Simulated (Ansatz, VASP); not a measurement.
# Cross-check of NbB2 between VASP and Ansatz, part 2 of 2

One calculation is typed for both programs; each brings its own data sets and cutoff. How far apart do they land? The cell is taken from a series of VASP runs on this material, whose earlier steps may have relaxed, scaled or displaced it; both programs get it as it stands.

VASP 6.6.1 and Ansatz 0.2.0.

So far. Step 4 (Differences): The walks stopped with 0.00 GPa left in Ansatz and -0.01 GPa in VASP; each walk ends within a tolerance, so the volume difference is uncertain by about these residues over the bulk modulus, most in soft cells.

### Step 5. VASP: zone-centre phonons, LDA

Level of this step: LDA; plane waves and PAW (Nb_sv, B) (VASP).

Second derivatives magnify differences that forces hide, and they need a tight electronic threshold.

INCAR reads:

```
SYSTEM = NbB2
PREC = Accurate
ENCUT = 420
EDIFF = 1E-08
NELM = 100
ISMEAR = 1
SIGMA = 0.2
LREAL = .FALSE.
ALGO = Normal
GGA = CA
NBANDS = 15
LASPH = .TRUE.
LORBIT = 11
LWAVE = .FALSE.
LCHARG = .FALSE.
KPAR = 2
IBRION = 8
ISIF = 2
```

POSCAR reads:

```
NbB2
1.0
    3.0645863196      0.0000000000      0.0000000000
   -1.5322931598      2.6540096049      0.0000000000
    0.0000000000      0.0000000000      3.2971375299
Nb B
1 2
Direct
    0.0000000000      0.0000000000      0.0000000000
    0.3333333333      0.6666666667      0.5000000000
    0.6666666667      0.3333333333      0.5000000000
```

KPOINTS reads:

```
Automatic mesh
0
Gamma
14 14 12
0 0 0
```

PAW data sets: Nb_sv and B (LDA family, release 64).

On the command line:

```
> mpirun -np 2 vasp_std
```

Numbers of over 12 decimals in the logs are rounded to 6 here.

The log of the run:

```text
[... set-up lines as in an earlier step ...]
 entering main loop
       N       E                     dE             d eps       ncg     rms          rms(c)
DAV:   1     0.122949181747E+03    0.12295E+03   -0.88348E+03  5080   0.107E+03
DAV:   2    -0.261800995762E+02   -0.14913E+03   -0.14457E+03  6286   0.393E+02
DAV:   3    -0.318418362740E+02   -0.56617E+01   -0.55756E+01  8046   0.653E+01
DAV:   4    -0.320779200188E+02   -0.23608E+00   -0.23580E+00  6584   0.123E+01
[...]
DAV:  12    -0.285501418102E+02    0.33568E-06   -0.14253E-06  7834   0.105E-02    0.160E-03
DAV:  13    -0.285501418457E+02   -0.35545E-07   -0.16233E-07  6857   0.412E-03    0.141E-03
DAV:  14    -0.285501418360E+02    0.97814E-08   -0.20688E-08  5339   0.155E-03
   1 F= -.28550142E+02 E0= -.28550269E+02  d E =0.382688E-03
 Linear response reoptimize wavefunctions to high precision
DAV:   1    -0.285501418359E+02    0.55479E-10   -0.93255E-09  8178   0.810E-04
DAV:   2    -0.285501418359E+02   -0.18190E-11   -0.10685E-10  3752   0.929E-05
 Linear response DOF=           4
 Linear response progress:
[...]
RMM:  11    -0.451967399349E-01   -0.26579E-06   -0.49647E-08 54019   0.255E-04    0.127E-05
RMM:  12    -0.451967157665E-01    0.24168E-07   -0.22884E-08 55756   0.126E-04    0.515E-06
RMM:  13    -0.451967155526E-01    0.21396E-09   -0.12875E-08 54951   0.671E-05    0.285E-06
 first order change of Fermi-energy   0.41741E-04
 force on displaced ion       2 direction 1 : -16.901   0.002   0.000
 Linear response progress:
  Degree of freedom:   4/  4
       N       E                     dE             d eps       ncg     rms          rms(c)
RMM:   1    -0.491286057396E-01   -0.49129E-01   -0.70396E-03 18297   0.131E+00
RMM:   2    -0.453493072175E-01    0.37793E-02   -0.23171E-03 13692   0.382E-01    0.126E-01
RMM:   3    -0.452555843536E-01    0.93723E-04   -0.12684E-03 14941   0.197E-01    0.595E-02
RMM:   4    -0.456640921347E-01   -0.40851E-03   -0.49844E-04 15586   0.117E-01    0.125E-02
[...]
RMM:  10    -0.457326083222E-01   -0.27568E-06   -0.12831E-07 18819   0.768E-04    0.367E-05
RMM:  11    -0.457324508336E-01    0.15749E-06   -0.39942E-08 18590   0.356E-04    0.891E-06
RMM:  12    -0.457324541091E-01   -0.32755E-08   -0.20631E-08 19371   0.179E-04    0.579E-06
 first order change of Fermi-energy  -0.28346E-04
 force on displaced ion       2 direction 3 :   0.000   0.000 -10.258
 Linear response finished
```

OUTCAR, selected parts (step 5):

```text
  Total        0.1854249      0.1854249     -0.3738618      0.0000000      0.0000000      0.0000000
  in kB       11.0781521     11.0781521    -22.3362519      0.0000000      0.0000000      0.0000000
  external PRESSURE =      -0.0599826 kB  Pullay stress =       0.0000000 kB

 POSITION                                       TOTAL-FORCE (eV/Angst)
 -----------------------------------------------------------------------------------
      0.00000      0.00000      0.00000        -0.000000      0.000000      0.000000
     -0.00000      1.76934      1.64857         0.000000      0.000000      0.000000
      1.53229      0.88467      1.64857         0.000000      0.000000      0.000000
 -----------------------------------------------------------------------------------
    total drift:                               -0.000000      0.000000      0.000000

[... 1 part as in an earlier step ...]

[... 1 further part left out ...]
```

Energies printed during the response cycles are not total energies of the cell.

### Step 6. Ansatz: zone-centre phonons, LDA

The same cell, functional (in two slightly different forms), mesh and smearing now go to Ansatz, which takes its cutoff from its data sets.

The cell is taken from a series of VASP runs on this material, whose earlier steps may have relaxed, scaled or displaced it; both programs get it as it stands.

input.yaml reads:

```yaml
crystal:
  lattice:
    - [3.0645863196, 0.0, 0.0]
    - [-1.5322931598, 2.6540096049, 0.0]
    - [0.0, 0.0, 3.2971375299]
  atoms:
    - { symbol: Nb, position: [0.0, 0.0, 0.0] }
    - { symbol: B, position: [0.3333333333, 0.6666666667, 0.5] }
    - { symbol: B, position: [0.6666666667, 0.3333333333, 0.5] }
hamiltonian:
  xc: lda
  pseudopotentials: { kind: paw }
kpoints:
  mp_grid: { grid: [14, 14, 12] }
scf:
  occupations: { method: methfessel_paxton, width: 0.2 }
phonons:
  method: dfpt
  qpoints: [[0, 0, 0]]
```

On the command line:

```
> ansatz run input.yaml --threads 4 --pin off --max-ram 9216MiB --backend cpu --events-out ev --progress --plain --runs-dir out
```

The log of the run:

```text
zone centre: on kpoints.mp_grid the ground state, and the responses unless they are solved on pairs of k-points, stand on 399 of the mesh's 2352 k-points, reduced under 4 symmetry operations, with k and −k counted as one. Each operation leaves every solved displacement unchanged or reverses it
[...]
Crystal: 3 atoms, lattice volume = 26.817 Å³
[...]
Γ frequencies (cm⁻¹): 0.00 0.00 0.00 439.68 439.68 494.14 561.83 830.53 830.53
  non-analytic LO–TO correction: not included (Born effective charges unavailable; polar crystals: no LO–TO splitting at Γ)
--- Phonons (arbitrary-q DFPT): 1 explicit q-point ---
  q = [0, 0, 0] (of the zone-centre solve; hermiticity 9.80e-8, symmetrization 8.13e-15): -0.00 -0.00 0.00 439.68 439.68 494.14 561.83 830.53 830.53
  sum rule: each row above includes the acoustic sum rule's correction from the zone centre's row sums; it moved no ω² by more than (0.60 cm⁻¹)²
[key lines of the parts left out:]
SCF converged after 8 iterations
Free energy (F): -4744.495496 eV
Fermi energy:    18.808178 eV
```

It took 16 s on 4 threads of Arm Neoverse V1, shared host; peak memory 0.69 GiB.

### Step 7. Differences

Both answers:

```csv
quantity,Ansatz,VASP,difference
optical mode 1 to 2 (cm⁻¹),439.7,441.6,-0.44 %
optical mode 3 (cm⁻¹),494.1,495.6,-0.29 %
optical mode 4 (cm⁻¹),561.8,562.9,-0.18 %
optical mode 5 to 6 (cm⁻¹),830.5,832.3,-0.21 %
```

Modes are paired by rising frequency and degeneracy, not by their patterns, so a pair may still set unlike modes beside each other.

### Step 8. Results

| Item | Value |
| --- | --- |
| difference in edge c after relaxation, in the typed setting (relaxation of cell and atoms, LDA) | 0.13 % |
| r.m.s. difference of the optical zone-centre modes, each program's sorted by frequency (zone-centre phonons, LDA) | 1.7 cm⁻¹ |

In words: The difference in edge c after relaxation, in the typed setting is 0.13 % (relaxation of cell and atoms, LDA), within the 1.2 % picked in this series as the mark of a large difference, as far as the stopping tolerances let one tell. How closely two codes agree says nothing of how well the functional describes the real material.

[Lines on the potential files, build, host, timing and source positions are cut from VASP's logs without a mark.]

[Logs are printed without paths, hosts, clocks, repeated set-up lines and the standing remarks that a program may print on its own settings, such as how far it seeks lower states.]

[Hosts, paths, dates, database ids (printed as entryN), source tags and the programs' standing remarks are cut or masked in the printed files.]
